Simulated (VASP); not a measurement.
# InAg3 with r2SCAN: from relaxation to properties, part 4 of 5

What structure does InAg3 take at this level, and what are its properties? The start is a cell from a database of measured crystal structures.

VASP 6.6.1; r2SCAN; plane waves and PAW (In_d, Ag).

Still holding for the runs below: The k-mesh is coarse for a metal.

So far. Step 6 (Density of states (r2SCAN)): The finer mesh and the other smearing move the Fermi level by +0.03 eV from the 7×7×7 run, a small shift, which tests the Fermi level alone. Of the states within 0.3 eV of the Fermi level, the largest shares in the PAW spheres are Ag d 20 %, Ag p 18 % and In p 14 %. The rest lies in smaller channels or between the spheres. Step 7 (Volume scan with r2SCAN): The pressure here is 7.15 GPa.

**8. Volume scan with r2SCAN (run 2)**

INCAR

```
SYSTEM = InAg3
PREC = Accurate
ENCUT = 400
EDIFF = 1E-06
NELM = 100
ISMEAR = 1
SIGMA = 0.2
LREAL = .FALSE.
ALGO = Normal
METAGGA = R2SCAN
LASPH = .TRUE.
NBANDS = 29
LORBIT = 11
LWAVE = .FALSE.
LCHARG = .FALSE.
KPAR = 4
ISIF = 2
```

POSCAR

```
InAg3
1.0
    4.1252862946      0.0000000000      0.0000000000
    0.0000000000      4.1252862946      0.0000000000
    0.0000000000      0.0000000000      4.1252862946
In Ag
1 3
Direct
    0.0000000000      0.0000000000      0.0000000000
    0.0000000000      0.5000000000      0.5000000000
    0.5000000000      0.0000000000      0.5000000000
    0.5000000000      0.5000000000      0.0000000000
```

KPOINTS

```
Automatic mesh
0
Gamma
7 7 7
0 0 0
```

Potentials, in the order of the species: In_d and Ag (PBE family, release 64).

Started as:

```console
$ mpirun -np 4 vasp_std
```

Output:

```text
[... set-up lines as in an earlier step ...]
 entering main loop
       N       E                     dE             d eps       ncg     rms          rms(c)
DAV:   1     0.281902785463E+03    0.28190E+03   -0.19854E+04  1168   0.165E+03
DAV:   2    -0.760092294595E+02   -0.35791E+03   -0.33857E+03  1208   0.411E+02
DAV:   3    -0.993429739843E+02   -0.23334E+02   -0.22859E+02  1285   0.116E+02
DAV:   4    -0.998973250299E+02   -0.55435E+00   -0.55369E+00  1340   0.164E+01
DAV:   5    -0.999251935233E+02   -0.27868E-01   -0.27866E-01  1725   0.380E+00    0.126E+01
DAV:   6    -0.868987163964E+02    0.13026E+02   -0.17190E+01  1225   0.406E+01    0.911E+00
DAV:   7    -0.867994811703E+02    0.99235E-01   -0.52809E-01  1235   0.676E+00    0.510E+00
DAV:   8    -0.868106500089E+02   -0.11169E-01   -0.17868E-01  1306   0.341E+00    0.885E-01
DAV:   9    -0.868020358270E+02    0.86142E-02   -0.37798E-02  1283   0.183E+00    0.114E-01
DAV:  10    -0.868027768882E+02   -0.74106E-03   -0.23196E-03  1434   0.284E-01    0.200E-01
DAV:  11    -0.868027696299E+02    0.72583E-05   -0.11792E-04  1668   0.625E-02    0.243E-01
DAV:  12    -0.868028885602E+02   -0.11893E-03   -0.21096E-04  1483   0.155E-01    0.134E-01
DAV:  13    -0.868029021465E+02   -0.13586E-04   -0.35748E-05  1275   0.460E-02    0.789E-02
DAV:  14    -0.868029001554E+02    0.19911E-05   -0.13843E-05  1285   0.280E-02    0.379E-02
DAV:  15    -0.868028989516E+02    0.12038E-05   -0.13199E-06   790   0.117E-02    0.288E-02
DAV:  16    -0.868028973960E+02    0.15556E-05   -0.12020E-06   745   0.116E-02    0.859E-03
DAV:  17    -0.868028973237E+02    0.72338E-07   -0.94233E-08   695   0.322E-03
   1 F= -.86802897E+02 E0= -.86803056E+02  d E =0.476110E-03
```

The job ended after 18 s (4 MPI ranks of Intel Xeon 6975P-C (Granite Rapids), shared host; peak memory 0.67 GiB; 65 s of CPU time).

OUTCAR, selected parts (step 8):

```text
   ENCUT  =  400.0 eV  29.40 Ry    5.42 a.u.   6.73  6.73  6.73*2*pi/ulx,y,z

   NELECT =      46.0000    total number of electrons

 E-fermi :   9.5259

 k-point     1 :       0.0000    0.0000    0.0000
  band No.  band energies     occupation
    ...
     20       5.9383      2.00000
     21       5.9383      2.00000
     22       9.2496      2.06483
     23       9.2496      2.06483
     24       9.2496      2.06483
     25      12.9791     -0.00000
     26      14.5991      0.00000
     27      14.5991      0.00000
     28      18.2176      0.00000
     29      18.2176      0.00000

  Total        1.9595352      1.9595352      1.9595352     -0.0000000     -0.0000000     -0.0000000
  in kB       44.7199557     44.7199557     44.7199557     -0.0000000     -0.0000000     -0.0000000
  external PRESSURE =      44.7199557 kB  Pullay stress =       0.0000000 kB

 POSITION                                       TOTAL-FORCE (eV/Angst)
 -----------------------------------------------------------------------------------
      0.00000      0.00000      0.00000         0.000000      0.000000      0.000000
      0.00000      2.06264      2.06264         0.000000      0.000000      0.000000
      2.06264      0.00000      2.06264         0.000000      0.000000      0.000000
      2.06264      2.06264      0.00000         0.000000      0.000000      0.000000
 -----------------------------------------------------------------------------------
    total drift:                                0.000000      0.000000      0.000000

  FREE ENERGIE OF THE ION-ELECTRON SYSTEM (eV)
  ---------------------------------------------------
  free  energy   TOTEN  =       -86.8028973237 eV

  energy  without entropy=      -86.8033734342  energy(sigma->0) =      -86.80305603

[... 4 parts as in an earlier step ...]

[... 12 further parts left out ...]
```

This step gave:

| Item | Value |
| --- | --- |
| free energy (TOTEN) | -86.8029 eV |
| energy at zero smearing | -86.8031 eV |
| Fermi energy | 9.526 eV |
| pressure | 4.472 GPa |

The pressure falls from 7.15 to 4.47 GPa.

The run ends at a pressure of 4.47 GPa.

**9. Volume scan with r2SCAN (run 3)**

INCAR is that of step 8.

POSCAR

```
InAg3
1.0
    4.1537374440      0.0000000000      0.0000000000
    0.0000000000      4.1537374440      0.0000000000
    0.0000000000      0.0000000000      4.1537374440
In Ag
1 3
Direct
    0.0000000000      0.0000000000      0.0000000000
    0.0000000000      0.5000000000      0.5000000000
    0.5000000000      0.0000000000      0.5000000000
    0.5000000000      0.5000000000      0.0000000000
```

KPOINTS is that of step 8.

Started as:

```console
$ mpirun -np 4 vasp_std
```

Output:

```text
[... set-up lines as in an earlier step ...]
 entering main loop
       N       E                     dE             d eps       ncg     rms          rms(c)
DAV:   1     0.286415287026E+03    0.28642E+03   -0.19731E+04  1160   0.165E+03
DAV:   2    -0.761693340046E+02   -0.36258E+03   -0.34377E+03  1241   0.417E+02
DAV:   3    -0.994023002917E+02   -0.23233E+02   -0.22824E+02  1265   0.115E+02
DAV:   4    -0.999542063293E+02   -0.55191E+00   -0.55116E+00  1372   0.165E+01
[...]
DAV:  13    -0.868353429480E+02   -0.12190E-04   -0.30348E-05  1310   0.422E-02    0.736E-02
DAV:  14    -0.868353408531E+02    0.20949E-05   -0.14232E-05  1250   0.282E-02    0.310E-02
DAV:  15    -0.868353401252E+02    0.72791E-06   -0.12708E-06   775   0.111E-02
   1 F= -.86835340E+02 E0= -.86835481E+02  d E =0.422271E-03
```

Wall time 16 s (4 MPI ranks); peak memory 0.65 GiB; 58 s of CPU time.

From OUTCAR (step 9):

```text
  Total        0.9265395      0.9265395      0.9265395     -0.0000000     -0.0000000      0.0000000
  in kB       20.7136864     20.7136864     20.7136864     -0.0000000     -0.0000000      0.0000000
  external PRESSURE =      20.7136864 kB  Pullay stress =       0.0000000 kB

 POSITION                                       TOTAL-FORCE (eV/Angst)
 -----------------------------------------------------------------------------------
      0.00000      0.00000      0.00000         0.000000      0.000000      0.000000
      0.00000      2.07687      2.07687         0.000000      0.000000      0.000000
      2.07687      0.00000      2.07687         0.000000      0.000000      0.000000
      2.07687      2.07687      0.00000         0.000000      0.000000      0.000000
 -----------------------------------------------------------------------------------
    total drift:                                0.000000      0.000000      0.000000

  FREE ENERGIE OF THE ION-ELECTRON SYSTEM (eV)
  ---------------------------------------------------
  free  energy   TOTEN  =       -86.8353401252 eV

  energy  without entropy=      -86.8357623961  energy(sigma->0) =      -86.83548088

[... 1 part as in an earlier step ...]

[... 2 further parts left out ...]
[key lines of the parts left out:]
E-fermi :   9.2221
```

The pressure falls from 4.47 to 2.07 GPa.

The run ends at a pressure of 2.07 GPa.

**10. Volume scan with r2SCAN (run 4)**

INCAR is that of step 9.

POSCAR

```
InAg3
1.0
    4.1818040889      0.0000000000      0.0000000000
    0.0000000000      4.1818040889      0.0000000000
    0.0000000000      0.0000000000      4.1818040889
In Ag
1 3
Direct
    0.0000000000      0.0000000000      0.0000000000
    0.0000000000      0.5000000000      0.5000000000
    0.5000000000      0.0000000000      0.5000000000
    0.5000000000      0.5000000000      0.0000000000
```

KPOINTS is that of step 9.

Started as:

```console
$ mpirun -np 4 vasp_std
```

Output:

```text
[... set-up lines as in an earlier step ...]
 entering main loop
       N       E                     dE             d eps       ncg     rms          rms(c)
[... 17 cycles as in an earlier step ...]
   1 F= -.86847877E+02 E0= -.86847841E+02  d E =-.107401E-03
```

It took 18 s on 4 MPI ranks; peak memory 0.65 GiB.

From OUTCAR (step 10):

```text
[... 6 parts as in an earlier step ...]

[... 1 further part left out ...]
[key lines of the parts left out:]
E-fermi :   8.9289
```

The pressure falls from 2.07 to 0.08 GPa.

The run ends at a pressure of 0.08 GPa.

**11. Volume scan with r2SCAN (run 5)**

INCAR is that of step 10.

POSCAR

```
InAg3
1.0
    4.2094989628      0.0000000000      0.0000000000
    0.0000000000      4.2094989628      0.0000000000
    0.0000000000      0.0000000000      4.2094989628
In Ag
1 3
Direct
    0.0000000000      0.0000000000      0.0000000000
    0.0000000000      0.5000000000      0.5000000000
    0.5000000000      0.0000000000      0.5000000000
    0.5000000000      0.5000000000      0.0000000000
```

KPOINTS is that of step 10.

Started as:

```console
$ mpirun -np 4 vasp_std
```

Output:

```text
[... set-up lines as in an earlier step ...]
 entering main loop
       N       E                     dE             d eps       ncg     rms          rms(c)
DAV:   1     0.275827037902E+03    0.27583E+03   -0.19565E+04  1168   0.162E+03
DAV:   2    -0.768961340295E+02   -0.35272E+03   -0.33380E+03  1210   0.411E+02
DAV:   3    -0.994582342172E+02   -0.22562E+02   -0.22161E+02  1285   0.114E+02
DAV:   5    -0.100030529054E+03   -0.29253E-01   -0.29251E-01  1707   0.389E+00    0.112E+01
[...]
DAV:  15    -0.868428860069E+02    0.10631E-05   -0.80793E-07   785   0.918E-03    0.184E-02
DAV:  16    -0.868428846667E+02    0.13402E-05   -0.10572E-06   715   0.106E-02    0.128E-03
DAV:  17    -0.868428846720E+02   -0.53233E-08   -0.71161E-08   670   0.297E-03
   1 F= -.86842885E+02 E0= -.86842564E+02  d E =-.960669E-03
```

Run time: 18 s. Hardware: 4 MPI ranks; peak memory 0.67 GiB.

OUTCAR, selected parts (step 11):

```text
  Total       -0.7854203     -0.7854203     -0.7854203      0.0000000     -0.0000000      0.0000000
  in kB      -16.8702490    -16.8702490    -16.8702490      0.0000000     -0.0000000      0.0000000
  external PRESSURE =     -16.8702490 kB  Pullay stress =       0.0000000 kB

 POSITION                                       TOTAL-FORCE (eV/Angst)
 -----------------------------------------------------------------------------------
      0.00000      0.00000      0.00000         0.000000      0.000000      0.000000
      0.00000      2.10475      2.10475         0.000000      0.000000      0.000000
      2.10475      0.00000      2.10475         0.000000      0.000000      0.000000
      2.10475      2.10475      0.00000         0.000000      0.000000      0.000000
 -----------------------------------------------------------------------------------
    total drift:                                0.000000      0.000000      0.000000

  FREE ENERGIE OF THE ION-ELECTRON SYSTEM (eV)
  ---------------------------------------------------
  free  energy   TOTEN  =       -86.8428846720 eV

  energy  without entropy=      -86.8419240030  energy(sigma->0) =      -86.84256445

[... 1 part as in an earlier step ...]

[... 2 further parts left out ...]
[key lines of the parts left out:]
E-fermi :   8.6465
```

The pressure falls from 0.08 to -1.69 GPa, so it vanishes between these two volumes.

**12. Volume scan with r2SCAN (run 6)**

INCAR is that of step 11.

POSCAR

```
InAg3
1.0
    4.2368341376      0.0000000000      0.0000000000
    0.0000000000      4.2368341376      0.0000000000
    0.0000000000      0.0000000000      4.2368341376
In Ag
1 3
Direct
    0.0000000000      0.0000000000      0.0000000000
    0.0000000000      0.5000000000      0.5000000000
    0.5000000000      0.0000000000      0.5000000000
    0.5000000000      0.5000000000      0.0000000000
```

KPOINTS is that of step 11.

Started as:

```console
$ mpirun -np 4 vasp_std
```

Output:

```text
[... set-up lines as in an earlier step ...]
 entering main loop
       N       E                     dE             d eps       ncg     rms          rms(c)
DAV:   1     0.272496747286E+03    0.27250E+03   -0.19819E+04  1168   0.162E+03
DAV:   2    -0.763514220688E+02   -0.34885E+03   -0.33007E+03  1228   0.406E+02
DAV:   3    -0.994418805984E+02   -0.23090E+02   -0.22667E+02  1283   0.114E+02
DAV:   4    -0.999966739201E+02   -0.55479E+00   -0.55420E+00  1387   0.161E+01
[...]
DAV:  13    -0.868228851117E+02   -0.15704E-04   -0.36625E-05  1305   0.465E-02    0.686E-02
DAV:  14    -0.868228824035E+02    0.27081E-05   -0.15464E-05  1230   0.294E-02    0.187E-02
DAV:  15    -0.868228819535E+02    0.45003E-06   -0.10006E-06   800   0.925E-03
   1 F= -.86822882E+02 E0= -.86822290E+02  d E =-.177733E-02
```

The job ended after 19 s (4 MPI ranks; peak memory 0.66 GiB; 69 s of CPU time).

From OUTCAR (step 12):

```text
  Total       -1.5486162     -1.5486162     -1.5486162     -0.0000000      0.0000000     -0.0000000
  in kB      -32.6234582    -32.6234582    -32.6234582     -0.0000000      0.0000000     -0.0000000
  external PRESSURE =     -32.6234582 kB  Pullay stress =       0.0000000 kB

 POSITION                                       TOTAL-FORCE (eV/Angst)
 -----------------------------------------------------------------------------------
      0.00000      0.00000      0.00000         0.000000      0.000000      0.000000
      0.00000      2.11842      2.11842         0.000000      0.000000      0.000000
      2.11842      0.00000      2.11842         0.000000      0.000000      0.000000
      2.11842      2.11842      0.00000         0.000000      0.000000      0.000000
 -----------------------------------------------------------------------------------
    total drift:                                0.000000      0.000000      0.000000

  FREE ENERGIE OF THE ION-ELECTRON SYSTEM (eV)
  ---------------------------------------------------
  free  energy   TOTEN  =       -86.8228819535 eV

  energy  without entropy=      -86.8211046199  energy(sigma->0) =      -86.82228951

[... 1 part as in an earlier step ...]

[... 2 further parts left out ...]
[key lines of the parts left out:]
E-fermi :   8.3748
```

The pressure falls from -1.69 to -3.26 GPa.

The run ends at a pressure of -3.26 GPa.

**13. Volume scan with r2SCAN (run 7)**

INCAR is that of step 12.

POSCAR

```
InAg3
1.0
    4.2638210699      0.0000000000      0.0000000000
    0.0000000000      4.2638210699      0.0000000000
    0.0000000000      0.0000000000      4.2638210699
In Ag
1 3
Direct
    0.0000000000      0.0000000000      0.0000000000
    0.0000000000      0.5000000000      0.5000000000
    0.5000000000      0.0000000000      0.5000000000
    0.5000000000      0.5000000000      0.0000000000
```

KPOINTS is that of step 12.

Started as:

```console
$ mpirun -np 4 vasp_std
```

Output:

```text
[... set-up lines as in an earlier step ...]
 entering main loop
       N       E                     dE             d eps       ncg     rms          rms(c)
DAV:   1     0.280680785766E+03    0.28068E+03   -0.19825E+04  1160   0.160E+03
DAV:   2    -0.757955720302E+02   -0.35648E+03   -0.33735E+03  1223   0.408E+02
DAV:   3    -0.993560585150E+02   -0.23560E+02   -0.22874E+02  1265   0.114E+02
DAV:   4    -0.999722851597E+02   -0.61623E+00   -0.61415E+00  1384   0.170E+01
[...]
DAV:  13    -0.867898719448E+02   -0.14622E-04   -0.38179E-05  1275   0.479E-02    0.690E-02
DAV:  14    -0.867898701409E+02    0.18039E-05   -0.13693E-05  1250   0.271E-02    0.231E-02
DAV:  15    -0.867898694366E+02    0.70433E-06   -0.78765E-07   790   0.845E-03
   1 F= -.86789869E+02 E0= -.86789119E+02  d E =-.225201E-02
```

Run time: 19 s. Hardware: 4 MPI ranks; peak memory 0.67 GiB; 71 s of CPU time.

From OUTCAR (step 13):

```text
  Total       -2.2234738     -2.2234738     -2.2234738     -0.0000000     -0.0000000      0.0000000
  in kB      -45.9563669    -45.9563669    -45.9563669     -0.0000000     -0.0000000      0.0000000
  external PRESSURE =     -45.9563669 kB  Pullay stress =       0.0000000 kB

 POSITION                                       TOTAL-FORCE (eV/Angst)
 -----------------------------------------------------------------------------------
      0.00000      0.00000      0.00000         0.000000      0.000000      0.000000
      0.00000      2.13191      2.13191         0.000000      0.000000      0.000000
      2.13191      0.00000      2.13191         0.000000      0.000000      0.000000
      2.13191      2.13191      0.00000         0.000000      0.000000      0.000000
 -----------------------------------------------------------------------------------
    total drift:                                0.000000      0.000000      0.000000

  FREE ENERGIE OF THE ION-ELECTRON SYSTEM (eV)
  ---------------------------------------------------
  free  energy   TOTEN  =       -86.7898694366 eV

  energy  without entropy=      -86.7876174285  energy(sigma->0) =      -86.78911877

[... 1 part as in an earlier step ...]

[... 2 further parts left out ...]
[key lines of the parts left out:]
E-fermi :   8.1138
```

The pressure falls from -3.26 to -4.60 GPa.

The run ends at a pressure of -4.60 GPa.

**14. Fit for r2SCAN**

This step: Birch-Murnaghan fit, r2SCAN; plane waves and PAW (VASP 6.6.1).

This step runs nothing: it gathers the runs above.

This step gave:

```yaml
pressure_derivative_of_the_bulk_modulus: 6.298
r_m_s_error_of_the_fit: 1.02e-5 eV/atom
minimum_inside_the_sampled_range: yes
bulk_modulus: 93.21 GPa
equilibrium_volume_of_the_fit: 18.35 Å³/atom
```

Table of energy above the fitted minimum by volume:

| volume (Å³/atom) | energy above the fitted minimum (eV/atom) |
| --- | --- |
| 17.185 | 0.0251 |
| 17.551 | 0.0112 |
| 17.917 | 0.00314 |
| 18.282 | 5.0e-5 |
| 18.648 | 0.00137 |
| 19.014 | 0.00644 |
| 19.379 | 0.0147 |

The fitted volume lies +0.36 % from the relaxed one. At a finite cutoff and mesh the minimum of the energy and the zero of the stress don't quite coincide, and the relaxation stops at a threshold.

(Continued in part 5 of 5.)

[Lines on the potential files, build, host, timing and source positions are cut from VASP's logs without a mark.]

[Logs are printed without paths, hosts, clocks, repeated set-up lines and the standing remarks that a program may print on its own settings, such as how far it seeks lower states.]

[Hosts, paths, dates, database ids (printed as entryN), source tags and the programs' standing remarks are cut or masked in the printed files.]

[A measured line is paired with the nearest computed mode of its activity, which favours agreement.]
